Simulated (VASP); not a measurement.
Given:

```yaml
crystal:
  lattice:
    - [0.00000, 3.54294, 3.54294]
    - [3.54294, 0.00000, 3.54294]
    - [3.54294, 3.54294, 0.00000]
  atoms:
    - { symbol: Ba, position: [0.00000, 0.00000, 0.00000] }
    - { symbol: Te, position: [0.50000, 0.50000, 0.50000] }
```

The numbers are results of r2SCAN meta-GGA, VASP's PBE PAW potentials (set 64) (plane waves; VASP), not measurements. Settings: 480 eV cut-off, 6×6×6 Γ-centred mesh, Gaussian smearing of 0.050 eV, potentials Ba_sv Te.

Unless said otherwise, spin-orbit coupling is left out, though it shifts the bands of the heavy elements here.

Question: What does the run give for the energy per atom (σ→0), band gap (on the k-mesh) with the smallest direct gap where there is one?

Answer: 
The band gap (on the k-mesh) is 1.95 eV. The smallest direct gap (on the k-mesh) is 2.34 eV and the energy per atom (σ→0) comes out as -28.014 eV/atom.

Only differences to runs with the same potentials and settings are physical.

The compound is BaTe in the rock salt structure. It was relaxed first.
